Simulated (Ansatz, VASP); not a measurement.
# TePb in two plane-wave programs

Wanted: the spread between two codes on one cell, functional and k mesh. The cell is taken from a series of runs on this material, whose earlier steps may have relaxed, scaled, displaced or heated it; both programs get it as it stands.

Program: Ansatz 0.2.0. Level of theory: plane waves, with VASP 6.6.1 beside it; zone-centre phonons at LDA. Results are calculated unless marked as measured.

**1. Starting point**

The structure is cubic, space group Fm-3m (No. 225). Conventional cell: a = 6.380 Å, b = 6.380 Å, c = 6.380 Å, α = 90.00°, β = 90.00°, γ = 90.00°. Nearest to Te lie 6 Pb at 3.19 Å. Nearest to Pb lie 6 Te at 3.19 Å. Farther neighbours and most contacts between anions are not listed.

Coordinates:

```cif
data_structure
_symmetry_space_group_name_H-M 'Fm-3m'
_symmetry_Int_Tables_number 225
_cell_length_a 6.3803
_cell_length_b 6.3803
_cell_length_c 6.3803
_cell_angle_alpha 90.000
_cell_angle_beta 90.000
_cell_angle_gamma 90.000
_cell_volume 259.72
loop_
_atom_site_label
_atom_site_type_symbol
_atom_site_symmetry_multiplicity
_atom_site_Wyckoff_symbol
_atom_site_fract_x
_atom_site_fract_y
_atom_site_fract_z
_atom_site_occupancy
Te1 Te 4 b 0.50000 0.00000 0.00000 1
Pb1 Pb 4 a 0.00000 0.00000 0.00000 1
```

**2. Ansatz: zone-centre phonons, LDA**

Ansatz runs on its PAW soft_1 files.

Second derivatives magnify differences that forces hide, and they need a tight electronic threshold.

File input.yaml:

```yaml
crystal:
  lattice:
    - [0.0, 3.1901259334, 3.1901259334]
    - [3.1901259334, 0.0, 3.1901259334]
    - [3.1901259334, 3.1901259334, 0.0]
  atoms:
    - { symbol: Te, position: [0.5, 0.5, 0.5] }
    - { symbol: Pb, position: [0.0, 0.0, 0.0] }
total_charge: -0.012986
kpoints:
  mp_grid: { grid: [24, 24, 24] }
hamiltonian:
  xc: lda
  pseudopotentials: { kind: paw, azcp: { folder: soft_1 }, xc_functional: pbe }
scf:
  occupations: { method: fermi_dirac, width: 0.03 }
output:
  eigenvalues: true
phonons:
  method: dfpt
```

On the command line:

```console
$ ansatz run input.yaml --threads 8 --pin off --max-ram 16384MiB --backend cpu --events-out ev --progress --plain --runs-dir out
```

Numbers of over 12 decimals in the logs are rounded to 6 here.

The program printed:

```text
Engine: ansatz 0.2.0, x86_64-unknown-linux-gnu
Pseudopotentials: kind: paw
Pseudopotential: Te, paw, valence charge 16, recommended cutoff 420 eV (normal), soft_1/Te.paw.azcp
Pseudopotential: Pb, paw, valence charge 14, recommended cutoff 420 eV (normal), soft_1/Pb.paw.azcp
Functional definition: SPW92
  exchange = slater_x
  correlation = pw_c
Crystal: 2 atoms, lattice volume = 64.931 Å³
Basis set: ecut = 420 eV, 1243 PW (Γ), exchange–correlation on 64×64×64 points (8 copies of the dense FFT grid, shifted against one another)
Bands: 20, of which v1, the nominal top of the filled ones, is band 15 counted from 1 (14 counted from 0)
Symmetry: 48 space group operations
k-points: 1063 of 13824 (irreducible under 8 space group operations, time reversal used)
Non-local potential: Te, projectors of the file, l = 0: 2, l = 1: 2, l = 2: 2, l = 3: 1
Non-local potential: Pb, projectors of the file, l = 0: 2, l = 1: 2, l = 2: 2, l = 3: 1
PAW form: soft (Blöchl's): semilocal exchange-correlation on the pseudo side does not see the compensation charge
PAW frozen core: Te, regenerated for the run's functional, and the local potential with it (the file was generated under x = pbe(κ = 0.804, μ = 0.219515), c = pbe(β = 0.066725))
PAW frozen core: Pb, regenerated for the run's functional, and the local potential with it (the file was generated under x = pbe(κ = 0.804, μ = 0.219515), c = pbe(β = 0.066725))
PAW one-centre angular grid: Te, 590 points (default); XC on 64 Gauss nodes
PAW one-centre angular grid: Pb, 590 points (default); XC on 64 Gauss nodes
Initial density: superposition of atomic densities (chi_scale 0.1, normalization cell, long waves kept (reshape's long-wave potential 0.00 eV rms))
Initial wavefunctions: pseudopotential atomic-orbital guess
Functional: x = slater, c = lda
SCF iter   1: F=—  HF=-18432.390099 eV  |F-HF|=—  |Δ(HF+E_count)|=         —  Δρ=2.53e-2  dr2=1.12e0  ethr=3.10e-3  ⟨swp⟩=8.6  Hψ=130012  notcnv=0
preconditioner: auto → Kerker (q_TF=auto, 2.399 Å⁻¹)  [metal: Δε(μ)=0.026 eV  Ē_g=15.119 eV  σ=0.030 eV  W_gap=0.21  n_scr=14 (ndim 8)  ℏωp=20.6 eV  f_vac=0.000  D(μ)=0.10/eV (n_scr^D=0)]
SCF iter   2: F=—  HF=-18432.145871 eV  |F-HF|=—  |Δ(HF+E_count)|=   2.44e-1  Δρ=1.50e-2  dr2=4.11e-1  ethr=3.10e-3  ⟨swp⟩=2.2  Hψ=34493  notcnv=0  defer=739
SCF iter   3: F=—  HF=-18432.002413 eV  |F-HF|=—  |Δ(HF+E_count)|=   1.43e-1  Δρ=2.58e-3  dr2=3.08e-3  ethr=1.37e-3  ⟨swp⟩=3.1  Hψ=33790  notcnv=0  defer=739
SCF iter   4: F=—  HF=-18432.005034 eV  |F-HF|=—  |Δ(HF+E_count)|=   2.62e-3  Δρ=9.06e-4  dr2=4.16e-4  ethr=1.03e-5  ⟨swp⟩=2.2  Hψ=45287  notcnv=0  defer=677
SCF iter   5: F=—  HF=-18432.005003 eV  |F-HF|=—  |Δ(HF+E_count)|=   3.10e-5  Δρ=2.05e-4  dr2=3.42e-5  ethr=1.39e-6  ⟨swp⟩=2.1  Hψ=36367  notcnv=0  defer=677
SCF iter   6: F=—  HF=-18432.005009 eV  |F-HF|=—  |Δ(HF+E_count)|=   6.81e-6  Δρ=3.65e-5  dr2=9.04e-7  ethr=1.14e-7  ⟨swp⟩=2.0  Hψ=25514  notcnv=0  defer=677
SCF iter   7: F=—  HF=-18432.005010 eV  |F-HF|=—  |Δ(HF+E_count)|=   3.01e-7  Δρ=9.37e-6  dr2=9.24e-8  ethr=3.01e-9  ⟨swp⟩=2.3  Hψ=29292  notcnv=0  defer=677
SCF iter   8: F=—  HF=-18432.005010 eV  |F-HF|=—  |Δ(HF+E_count)|=   4.08e-8  Δρ=3.04e-6  dr2=1.04e-8  ethr=3.08e-10  ⟨swp⟩=2.1  Hψ=28479  notcnv=0  defer=677
SCF iter   9: F=—  HF=-18432.005010 eV  |F-HF|=—  |Δ(HF+E_count)|=  3.86e-10  Δρ=8.48e-7  dr2=1.07e-9  ethr=3.47e-11  ⟨swp⟩=2.4  Hψ=29263  notcnv=0  defer=677
SCF iter  10: F=—  HF=-18432.005010 eV  |F-HF|=—  |Δ(HF+E_count)|=  3.09e-10  Δρ=2.79e-7  dr2=3.96e-11  ethr=3.58e-12  ⟨swp⟩=2.0  Hψ=31274  notcnv=0  defer=677
SCF iter  11: F=-18432.005010 eV  HF=-18432.005010 eV  |F-HF|=3.64e-12  |Δ(HF+E_count)|=  7.28e-12  Δρ=5.40e-8  dr2=1.47e-12  ethr=1.00e-12  ⟨swp⟩=11.3  Hψ=123742  notcnv=0
SCF 1 converged in 11 iterations: F = -18432.005010 eV  dr2 = 1.47e-12
  greatest PAW one-centre occupation: 0.999 electrons in one spin orbital (limit 2), on the Te atom at site 0 (counted from 0), in its partial waves of l = 2
DFPT response loops at Γ: preconditioner auto → Kerker (q_TF=auto, 2.399 Å⁻¹) (partly filled bands, converged f_vac=0.009); β = 1.00, the filter's whole step (`scf.mixing.beta` (0.50) is not read by the response loops under this deck's `scf.mixing.preconditioner`; to damp them name `kerker` or `kerker_dos`, under which they read `scf.mixing.beta`, and type it under 1.00, their step now; both keys bind the ground state too); Broyden in place of MSR1
SCF converged after 11 iterations
Free energy (F): -18432.005010 eV
Harris-Foulkes:  -18432.005010 eV  (|F-HF|=3.64e-12)
Internal energy: -18432.004660 eV  (E = F + TS)
E sigma→0 (E₀):  -18432.004835 eV
Entropy (-TS):   -0.000350 eV (-0.175 meV/atom)
Fermi energy:    9.837700 eV
--- Per-component energies (eV) ---
  E_band       = -307.487823
  E_kinetic    = 467.259970
  E_local      = -2669.390299  (includes V_loc(G=0)·N_el)
  E_nonlocal   = 381.284657
  E_hartree    = 1212.563034
  E_xc         = -327.419938
  E_vxc        = -242.675595  (∫ρ·V_xc dr)
  E_paw        = -14607.430459  (= ΣΔE_a)
  E_vpaw       = -669.092633  (= ΣTr[D̂ρ^β])
  E_aug_tail   = 0.000065  (compensation charges beyond the density's cutoff)
  E_ewald      = -2889.472708
  E_core_change = 0.601018  (= ΣΔE_core)
  E_smearing   = -0.000350  (= −TS)
  E_closure    = 0.000000  (closes the sum)
  E_deformation_potential = -0.190124  (in the stress; not in F)
  Σ components = -18432.005010   (vs F -18432.005010, Δ=0.00e0)
--- Band table (eV; the first three rows and the last of 1063) ---
  k-point 0: bands = [... 11 lower, 3.4098, 7.5800, 7.5800, 7.5800, 13.0988, 13.0988, 13.0988, 14.8225, ... 1 higher]
  k-point 1: bands = [... 11 lower, 3.3515, 7.5848, 7.5848, 7.6152, 12.9817, 13.0162, 13.0162, 14.7689, ... 1 higher]
  k-point 2: bands = [... 11 lower, 3.1852, 7.5990, 7.5990, 7.7127, 12.6833, 12.7944, 12.7944, 14.6699, ... 1 higher]
  k-point 1062: bands = [... 11 lower, 0.8359, 5.0027, 5.0027, 8.6589, 10.6158, 14.2519, 14.2519, 15.9519, ... 1 higher]
--- Phonons (Γ-DFPT): 2 representative perturbations + reference, on 1063 of 13824 k-points (Σ response iterations 6) ---
  k mesh reduced under 8 symmetry operations, with k and −k counted as one. Each operation leaves every solved perturbation unchanged. A smaller set is not used because it would not reduce the number of displacements times k-points to solve
  ASR residual: 1.342e-4 → 0.000e0 eV/Å²; symmetrization residual: 3.885e-7 eV/Å²
  ASR residual per site (eV/Å²): 6.08e-5 1.34e-4
  Γ frequencies (cm⁻¹): 0.00 0.00 0.00 49.25 49.25 49.25
  non-analytic LO–TO correction: not included (Born effective charges unavailable; polar crystals: no LO–TO splitting at Γ)
```

Reading the cycles: dr2 is the Hartree energy of the density residual (eV), the measure of convergence; HF is the Harris–Foulkes estimate of the energy, which meets the free energy F at convergence.

**3. VASP: zone-centre phonons, LDA**

The same cell, functional (in two slightly different forms), mesh and smearing now go to VASP, with its own data sets.

Lines of VASP's logs that name or quote its potential files are left out, and so is its time.

File INCAR:

```
SYSTEM = TePb
PREC = Accurate
ENCUT = 500
EDIFF = 1E-08
NELM = 120
ISMEAR = -1
SIGMA = 0.03
LREAL = .FALSE.
ALGO = Normal
GGA = CA
NELECT = 20.012986
NBANDS = 16
LORBIT = 11
LWAVE = .FALSE.
LCHARG = .FALSE.
ISIF = 2
IBRION = 8
LASPH = .TRUE.
GGA_COMPAT = .FALSE.
KPAR = 2
```

File POSCAR:

```
TePb
1.0
    0.0000000000      3.1901259334      3.1901259334
    3.1901259334      0.0000000000      3.1901259334
    3.1901259334      3.1901259334      0.0000000000
Te Pb
1 1
Direct
    0.5000000000      0.5000000000      0.5000000000
    0.0000000000      0.0000000000      0.0000000000
```

File KPOINTS:

```
Automatic mesh
0
Gamma
24 24 24
0 0 0
```

Potentials, in the order of the species: Te and Pb_d (LDA family, release 64).

On the command line:

```console
$ mpirun -np 2 vasp_std
```

The program printed:

```text
[banner, memory and clock lines left out]
running    2 mpi-ranks, on    1 nodes
 distrk:  each k-point on    1 cores,    2 groups
 distr:  one band on    1 cores,    1 groups

 POSCAR found type information on POSCAR TePb
 POSCAR found :  2 types and       2 ions
 LDA part: xc-table for (Slater(with rela. corr.)+CA(PZ))
 , standard interpolation
 POSCAR, INCAR and KPOINTS ok, starting setup
 FFT: planning ... GRIDC
 FFT: planning ... GRID_SOFT
 FFT: planning ... GRID
 WAVECAR not read
 entering main loop
       N       E                     dE             d eps       ncg     rms          rms(c)
DAV:   1     0.147052859536E+03    0.14705E+03   -0.90995E+03 13240   0.118E+03
DAV:   2     0.793590504920E+00   -0.14626E+03   -0.14248E+03 14248   0.305E+02
DAV:   3    -0.856249824068E+01   -0.93561E+01   -0.93166E+01 17176   0.824E+01
DAV:   4    -0.879685157374E+01   -0.23435E+00   -0.23430E+00 17320   0.154E+01
DAV:   5    -0.880418279957E+01   -0.73312E-02   -0.73311E-02 18800   0.224E+00BRMIX: very serious problems
 the old and the new charge density differ
 old charge density:    20.00000 new   20.01299
BRMIX: very serious problems
 the old and the new charge density differ
 old charge density:    20.00000 new   20.01299
    0.375E+00
DAV:   6    -0.869725127265E+01    0.10693E+00   -0.23712E-01 19472   0.373E+00    0.236E+00
DAV:   7    -0.868979819497E+01    0.74531E-02   -0.64714E-02 18048   0.137E+00    0.907E-01
DAV:   8    -0.868911703952E+01    0.68116E-03   -0.72533E-03 16880   0.846E-01    0.116E-01
DAV:   9    -0.868907021580E+01    0.46824E-04   -0.76161E-04 20560   0.261E-01    0.300E-02
DAV:  10    -0.868906768861E+01    0.25272E-05   -0.47702E-05 16928   0.532E-02    0.232E-02
DAV:  11    -0.868906861015E+01   -0.92154E-06   -0.10141E-05 18448   0.192E-02    0.811E-03
DAV:  12    -0.868906870653E+01   -0.96371E-07   -0.77168E-07 17312   0.937E-03    0.648E-03
DAV:  13    -0.868906868409E+01    0.22434E-07   -0.30456E-08 15800   0.156E-03    0.302E-03
DAV:  14    -0.868906866992E+01    0.14171E-07   -0.69344E-08 17160   0.236E-03    0.357E-04
DAV:  15    -0.868906867169E+01   -0.17710E-08   -0.51339E-09 11032   0.453E-04
   1 F= -.86890687E+01 E0= -.86888912E+01  d E =-.354864E-03
 Linear response reoptimize wavefunctions to high precision
DAV:   1    -0.868906867160E+01    0.90267E-10   -0.45403E-10 10496   0.274E-04
 Linear response DOF=           2
 Linear response progress:
  Degree of freedom:   1/  2
       N       E                     dE             d eps       ncg     rms          rms(c)
RMM:   1    -0.511590089368E-01   -0.51159E-01    0.39524E-02 71992   0.926E-01
RMM:   2    -0.491415358854E-01    0.20175E-02   -0.11125E-03 60815   0.317E-01    0.553E-02
RMM:   3    -0.495816783224E-01   -0.44014E-03   -0.85967E-04 65473   0.143E-01    0.510E-02
RMM:   4    -0.497282045342E-01   -0.14653E-03   -0.45865E-05 61838   0.456E-02    0.257E-02
RMM:   5    -0.498495245016E-01   -0.12132E-03   -0.12359E-05 63024   0.240E-02    0.360E-03
RMM:   6    -0.498476366938E-01    0.18878E-05   -0.84959E-07 63978   0.748E-03    0.154E-03
RMM:   7    -0.498453080822E-01    0.23286E-05   -0.12854E-07 61529   0.256E-03    0.342E-04
RMM:   8    -0.498454491930E-01   -0.14111E-06   -0.23198E-08 64635   0.923E-04    0.333E-04
RMM:   9    -0.498455401915E-01   -0.90999E-07   -0.80228E-09 65209   0.368E-04    0.294E-04
RMM:  10    -0.498451508899E-01    0.38930E-06   -0.22182E-09 63823   0.158E-04    0.486E-05
RMM:  11    -0.498452258534E-01   -0.74964E-07   -0.49487E-09 62742   0.742E-05    0.374E-05
RMM:  12    -0.498452337058E-01   -0.78523E-08   -0.48731E-09 68161   0.347E-05    0.149E-05
 first order change of Fermi-energy   0.62260E-04
 force on displaced ion       1 direction 1 :  -0.757   0.000   0.000
 Linear response progress:
  Degree of freedom:   2/  2
       N       E                     dE             d eps       ncg     rms          rms(c)
RMM:   1    -0.335818663194E+00   -0.33582E+00   -0.22307E-01 46968   0.506E+00
RMM:   2    -0.337424826010E+00   -0.16062E-02   -0.71344E-03 53809   0.774E-01    0.635E-02
RMM:   3    -0.337266582386E+00    0.15824E-03   -0.76971E-04 61194   0.225E-01    0.366E-02
RMM:   4    -0.336987867455E+00    0.27871E-03   -0.71078E-05 58574   0.766E-02    0.423E-03
RMM:   5    -0.336988171081E+00   -0.30363E-06   -0.11600E-05 61314   0.254E-02    0.157E-03
RMM:   6    -0.336992408117E+00   -0.42370E-05   -0.20070E-06 61201   0.999E-03    0.699E-04
RMM:   7    -0.336990282082E+00    0.21260E-05   -0.24827E-07 60799   0.319E-03    0.274E-04
RMM:   8    -0.336991312477E+00   -0.10304E-05   -0.63708E-08 61809   0.134E-03    0.489E-05
RMM:   9    -0.336991474079E+00   -0.16160E-06   -0.22031E-08 62026   0.581E-04    0.124E-05
RMM:  10    -0.336991730674E+00   -0.25660E-06   -0.34449E-09 62595   0.284E-04    0.874E-06
RMM:  11    -0.336991742001E+00   -0.11327E-07   -0.31890E-09 62456   0.159E-04    0.919E-06
RMM:  12    -0.336991755335E+00   -0.13334E-07   -0.45886E-09 62999   0.102E-04    0.785E-06
RMM:  13    -0.336991691615E+00    0.63721E-07   -0.64254E-09 61165   0.773E-05    0.303E-06
RMM:  14    -0.336991692093E+00   -0.47836E-09   -0.51195E-09 62168   0.606E-05    0.154E-06
 first order change of Fermi-energy   0.54493E-04
 force on displaced ion       2 direction 1 :  -0.761   0.000   0.000
 Linear response finished
```

OUTCAR, selected parts (step 3):

```text
NELECT = 20.012986

 ion  position               nearest neighbor table
   1  0.500  0.500  0.500-   2 3.19   2 3.19   2 3.19   2 3.19   2 3.19   2 3.19
   2  0.000  0.000  0.000-   1 3.19   1 3.19   1 3.19   1 3.19   1 3.19   1 3.19

  LATTYP: Found a face centered cubic cell.
 ALAT       =     6.3802518668

 Subroutine GETGRP returns: Found 48 space group operations
 (whereof 48 operations were pure point group operations)

The static configuration has the point symmetry O_h .

 Found    413 irreducible k-points:

   k-points           NKPTS =    413   k-points in BZ     NKDIM =    413   number of bands    NBANDS=     16

   dimension x,y,z NGX =    36 NGY =   36 NGZ =   36
   dimension x,y,z NGXF=    72 NGYF=   72 NGZF=   72

   ENCUT  =  500.0 eV  36.75 Ry    6.06 a.u.   8.23  8.23  8.23*2*pi/ulx,y,z

 k-points in reciprocal lattice and weights: Automatic mesh
   0.00000000  0.00000000  0.00000000       0.000
   0.04166667  0.00000000  0.00000000       0.001
   0.08333333  0.00000000  0.00000000       0.001
   0.12500000  0.00000000  0.00000000       0.001
   0.16666667  0.00000000  0.00000000       0.001
   0.20833333  0.00000000  0.00000000       0.001
   0.25000000  0.00000000  0.00000000       0.001
   0.29166667  0.00000000  0.00000000       0.001
   0.33333333  0.00000000  0.00000000       0.001
[...]
-0.29166667  0.50000000  0.20833333       0.001
  -0.25000000  0.50000000  0.25000000       0.000

 average (electrostatic) potential at core
       1 -88.7901       2 -91.2940

  Total        0.1844392      0.1844392      0.1844392      0.0000000      0.0000000      0.0000000
  in kB        4.5510371      4.5510371      4.5510371      0.0000000      0.0000000      0.0000000
  external PRESSURE =       4.5510371 kB  Pullay stress =       0.0000000 kB

  energy-cutoff  :      500.00
  volume of cell :       64.93
      direct lattice vectors                 reciprocal lattice vectors
     0.000000000  3.190125933  3.190125933    -0.156733624  0.156733624  0.156733624
     3.190125933  0.000000000  3.190125933     0.156733624 -0.156733624  0.156733624
     3.190125933  3.190125933  0.000000000     0.156733624  0.156733624 -0.156733624

 POSITION                                       TOTAL-FORCE (eV/Angst)
 -----------------------------------------------------------------------------------
      3.19013      3.19013      3.19013         0.000000      0.000000      0.000000
      0.00000      0.00000      0.00000        -0.000000      0.000000     -0.000000
 -----------------------------------------------------------------------------------
    total drift:                               -0.000000      0.000000      0.000000

 Eigenvectors and eigenvalues of the dynamical matrix
 ----------------------------------------------------

   1 f  =    1.532346 THz     9.628015 2PiTHz   51.113564 cm-1     6.337271 meV
             X         Y         Z           dx          dy          dz
      3.190126  3.190126  3.190126     0.000000    0.786051    0.000000
      0.000000  0.000000  0.000000     0.000000   -0.618162    0.000000

   2 f  =    1.532346 THz     9.628015 2PiTHz   51.113564 cm-1     6.337271 meV
             X         Y         Z           dx          dy          dz
      3.190126  3.190126  3.190126     0.786051    0.000000    0.000000
      0.000000  0.000000  0.000000    -0.618162    0.000000    0.000000

   3 f  =    1.532346 THz     9.628015 2PiTHz   51.113564 cm-1     6.337271 meV
             X         Y         Z           dx          dy          dz
      3.190126  3.190126  3.190126     0.000000    0.000000    0.786051
      0.000000  0.000000  0.000000     0.000000    0.000000   -0.618162

   4 f/i=    0.001579 THz     0.009923 2PiTHz    0.052679 cm-1     0.006531 meV
             X         Y         Z           dx          dy          dz
      3.190126  3.190126  3.190126    -0.618162    0.000000    0.000000
      0.000000  0.000000  0.000000    -0.786051    0.000000    0.000000

   5 f/i=    0.001579 THz     0.009923 2PiTHz    0.052679 cm-1     0.006531 meV
             X         Y         Z           dx          dy          dz
      3.190126  3.190126  3.190126     0.000000   -0.618162    0.000000
      0.000000  0.000000  0.000000     0.000000   -0.786051    0.000000

   6 f/i=    0.001579 THz     0.009923 2PiTHz    0.052679 cm-1     0.006531 meV
             X         Y         Z           dx          dy          dz
      3.190126  3.190126  3.190126     0.000000    0.000000   -0.618162
      0.000000  0.000000  0.000000     0.000000    0.000000   -0.786051

 ELASTIC MODULI CONTR FROM IONIC RELAXATION (kBar)
 Direction    XX          YY          ZZ          XY          YZ          ZX
 --------------------------------------------------------------------------------
 XX           0.0000      0.0000      0.0000      0.0000      0.0000      0.0000
 YY           0.0000      0.0000      0.0000      0.0000      0.0000      0.0000
 ZZ           0.0000      0.0000      0.0000      0.0000      0.0000      0.0000
 XY           0.0000      0.0000      0.0000      0.0000      0.0000      0.0000
 YZ           0.0000      0.0000      0.0000      0.0000      0.0000      0.0000
 ZX           0.0000      0.0000      0.0000      0.0000      0.0000      0.0000
 --------------------------------------------------------------------------------
```

The cell is charged against a uniform background.

**4. Side by side**

Known differences besides the potentials themselves: the two LDA forms differ slightly; the cutoff is 420 eV in Ansatz and 500 eV in VASP; VASP's log shows a relativistic correction to its local exchange, Ansatz's none. Total energies have different zeros and are not compared.

The two programs side by side:

| quantity | Ansatz | VASP | difference |
| --- | --- | --- | --- |
| optical mode 1 to 3 (cm⁻¹) | 49.2 | 51.1 | -1.9 |

Modes are paired by rising frequency, not by their patterns, so a pair may set unlike modes beside each other; they are those without the splitting of longitudinal modes. The cell carries a charge of -0.012986 e against a uniform background, so its pressure also hangs on how the neutralising background is counted, and in a defect's cell a gap may be the spacing between its levels.

**5. What came out**

```
r.m.s. difference of the optical zone-centre modes, each program's sorted by frequency (zone-centre phonons, LDA) : 1.9 cm⁻¹
```

In words: The r.m.s. difference of the optical zone-centre modes, each program's sorted by frequency is 1.9 cm⁻¹ (zone-centre phonons, LDA). The data sets hold unlike numbers of valence electrons (30.013 in Ansatz and 20.013 in VASP), so part of the differences comes from the potentials. How closely two codes agree says nothing of how well the functional describes the real material.

[Lines on the potential files, build, host, timing and source positions are cut from VASP's logs without a mark.]

[Logs are printed without paths, hosts, clocks, repeated set-up lines and the standing remarks that a program may print on its own settings, such as how far it seeks lower states.]

[Hosts, paths, dates, database ids (printed as entryN), source tags and the programs' standing remarks are cut or masked in the printed files.]
